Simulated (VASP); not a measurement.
A run of VASP 6.6.1:

The input INCAR:

```
ALGO = Normal
EDIFF = 1E-7
ENCUT = 520
ISIF = 2
ISMEAR = -1
LASPH = T
LCHARG = F
LMIXTAU = T
LREAL = F
LWAVE = F
METAGGA = R2SCAN
NELM = 80
PREC = Accurate
SIGMA = 0.05
```

The input KPOINTS:

```
k-points
0
Gamma
  9 9 6
```

File POSCAR:

```
CdIr
1.0
    3.2853797500      0.0000000000      0.0000000000
   -1.6426898800      2.8452223300      0.0000000000
    0.0000000000      0.0000000000      4.4478366900
Cd Ir
1 1
Direct
    0.0000000000      0.0000000000      0.0000000000
    0.0000000000      0.0000000000      0.5000000000
```

Potentials or basis: VASP PAW PBE potentials, release 64 (Cd, Ir).

The run is started by

```bash
$ cat potpaw_PBE.64/Cd/POTCAR potpaw_PBE.64/Ir/POTCAR > POTCAR
$ mpirun -np 1 vasp_std > vasp.out
```

Hardware: 1 thread of Intel(R) Xeon(R) Platinum 8559C (Emerald Rapids) (shared host).

**Question.** Estimate the wall time of this run.

**Answer.** It took 57 s on 1 thread of Intel(R) Xeon(R) Platinum 8559C (Emerald Rapids) (shared host), peak memory 0.18 GiB. Counts: scf iterations 20, k points 48.
